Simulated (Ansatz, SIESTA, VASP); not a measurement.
# SrNiF₆ (R-3m, 8 atoms in the cell) computed with different codes at matched settings

Self-consistent single point.

```
SrNiF6
1.0
    3.63099     2.09635     2.25259
   -3.63099     2.09635     2.25259
    0.00000    -4.19270     2.25259
Sr Ni F
1 1 6
Cartesian
  0.00000   0.00000   3.37888
  0.00000   0.00000   0.00000
  0.00000   2.74266   3.40625
  0.00000  -2.74266   3.35151
 -2.37521  -1.37133   3.40625
  2.37521   1.37133   3.35151
  2.37521  -1.37133   3.40625
 -2.37521   1.37133   3.35151
```

Shared settings, as Ansatz (a quantum-chemistry and plane-wave program) writes them: kpoints.mp_grid.grid = 5 5 5; magnetization.spin_orbit = true; scf.occupations.method = fixed. Potentials and cutoffs stand in the table.

```tsv
code	model	pressure (GPa)	largest force (eV/Å)	gap on the mesh (eV)	cutoff
SIESTA	GGA PBEsol with spin-orbit coupling, numerical atomic orbitals DZP, PseudoDojo PBEsol fully relativistic norm-conserving potentials (rewritten from UPF to PSML)	–	0.525	0.984	grid 300 Ry
VASP	PBEsol, spin-orbit coupling, VASP's PBE PAW potentials (set 64)	-16.77	0.550	1.135	400 eV
Ansatz	PBEsol with spin-orbit coupling, PAW files made with PBE	-6.55	0.622	1.189	420 eV
```

A dash marks a value that a program does not give, or that is left out as unsure.

Gaps are read on the mesh.

The spread over the programs that give each value: pressure within 10.22 GPa; largest force within 0.097 eV/Å; gap on the mesh within 0.205 eV.

SIESTA uses small atom-centred bases, whose incompleteness enters pressures, forces and empty levels differently from a plane-wave cutoff. Ansatz's pressure is given at a fixed set of plane waves, as the other plane-wave codes print theirs; with its correction for the finite basis it is -6.09 GPa (the shift of 0.47 GPa shows how far the cutoff is from converged). In the gap, SIESTA (by 0.178) lies more than 0.12 eV from the median of the plane-wave programs.

VASP's run is marked for a possible Pulay error in its stress at this cutoff; no cutoff test was made.

VASP ran the fixed occupations as a Gaussian smearing of 0.01 eV.

The starting cell comes from a database of computed structures (which also holds hypothetical and non-ambient phases and stackings), without a prior relaxation at this level. Its lattice was rescaled by a random factor within 2.5 % of one.

Keys are those of Ansatz 0.2.
